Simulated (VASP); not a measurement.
Method: PBE GGA, VASP's PBE PAW potentials (set 64) (plane waves; VASP).

A VASP calculation is set up with these files.

POSCAR:
```
CoSi2
1
    0.0000000000     2.6800000000     2.6800000000
    2.6800000000     0.0000000000     2.6800000000
    2.6800000000     2.6800000000     0.0000000000
Co Si
1 2
Direct
  0.0000000000   0.0000000000   0.0000000000
  0.2500000000   0.2500000000   0.2500000000
  0.7500000000   0.7500000000   0.7500000000
```

### INCAR
```
ISIF = 2   # forces and stress, cell fixed
PREC = Accurate
ENCUT = 400
SIGMA = 0.1   # width (eV)
GGA = PE   # PBE
SYSTEM = CoSi2
LMAXMIX = 4   # l cut-off of mixed one-centre charges
LASPH = .True.
EDIFF = 1E-6
NELM = 100   # most electronic steps
ALGO = Normal
LWAVE = .False.
LREAL = .False.
LCHARG = .False.
ISMEAR = 1   # Methfessel-Paxton
```

### KPOINTS
```
Automatic mesh
0
Gamma
9 9 9
0 0 0
```

POTCAR, in this order: Co Si (PBE.64 set). Program: vasp_std.

**Question.** What will the output report for the number of irreducible k-points (NKPTS), number of bands (NBANDS), largest plane-wave count, number of space-group operations, FFT grid (NGX, NGY, NGZ)?

**Answer.** 
```
Quantity                                      Result
--------------------------------------  ------------
number of irreducible k-points (NKPTS)            35
number of bands (NBANDS)                          12
largest plane-wave count                         725
number of space-group operations                  48
FFT grid (NGX, NGY, NGZ)                28 × 28 × 28
```

The compound is CoSi2 in the fluorite structure. The cell was not relaxed at this level. The run is not spin-polarised, so no magnetic state was tried. The electron count is odd and the run is not spin-polarised, which forces a metal.
